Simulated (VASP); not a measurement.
```yaml
crystal:
  lattice:
    - [4.64109, 0.00000, 0.00000]
    - [0.00000, 4.64109, 0.00000]
    - [0.00000, 0.00000, 3.06674]
  atoms:
    - { symbol: Mg, position: [0.00000, 0.00000, 0.00000] }
    - { symbol: Mg, position: [0.50000, 0.50000, 0.50000] }
    - { symbol: F, position: [0.30275, 0.30275, 0.00000] }
    - { symbol: F, position: [0.80275, 0.19725, 0.50000] }
    - { symbol: F, position: [0.19725, 0.80275, 0.50000] }
    - { symbol: F, position: [0.69725, 0.69725, 0.00000] }
```

Method: optB86b-vdW, VASP's PBE PAW potentials (set 64) (plane waves; VASP). Numerical set-up: 520 eV cut-off, 6×6×8 Γ-centred mesh, tetrahedra with Blöchl corrections, potentials Mg F.

Estimate the energy per atom (σ→0), band gap (on the k-mesh) with the smallest direct gap where there is one.

The band gap (on the k-mesh) is 7.08 eV and the smallest direct gap (on the k-mesh) is 7.08 eV. The energy per atom (σ→0) is -3.602 eV/atom.

The compound is MgF2 in the rutile structure. It was relaxed first.
